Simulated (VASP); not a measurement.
Level of theory: PBE GGA, VASP's PBE PAW potentials (set 64) (plane waves; VASP 6.6.1).

VASP input:

File KPOINTS:
```
Automatic mesh
0
Gamma
11 11 6
0 0 0
```

### INCAR
```
! general
SYSTEM   =  Dy
PREC     =  Accurate
ENCUT    =  400
LREAL    =  .False.
LASPH    =  .True.

! electronic loop
EDIFF    =  1E-4
NELM     =  100
ALGO     =  Normal
LMAXMIX  =  6

! smearing
ISMEAR   =  1
SIGMA    =  0.1

! functional
GGA      =  PE

! ions
ISIF     =  2

! output
LWAVE    =  .False.
LCHARG   =  .False.
```

File POSCAR:
```
Dy
5.5930390
  0.3199323302  -0.5579675021   0.0000000000
  0.3199323302   0.5579675021   0.0000000000
  0.0000000000   0.0000000000   1.0000000000
Dy
2
Cartesian
  0.3199323302   0.1859895393   0.2500000000
  0.3374716604  -0.1859895393   0.7500000000
```

POTCAR, in this order: Dy_3 (PBE.64 set). Program: vasp_std.

What will the output report for the number of irreducible k-points (NKPTS), number of bands (NBANDS), largest plane-wave count, number of space-group operations, FFT grid (NGX, NGY, NGZ)?

```yaml
number of irreducible k-points (NKPTS): 244
number of bands (NBANDS): 13
largest_plane_wave_count: 1148
number_of_space_group_operations: 4
FFT grid (NGX, NGY, NGZ): 24 × 24 × 36
```

The compound is Dy in the hcp structure. The cell was not relaxed at this level, atoms are displaced from their ideal sites. The run is one of a series of settings (EDIFF = 1E-4 against the base run), some of them coarse on purpose. The 4f electrons are frozen in the core of the lanthanide potential, so 4f levels, which can set the real gap, and their magnetism are missing.
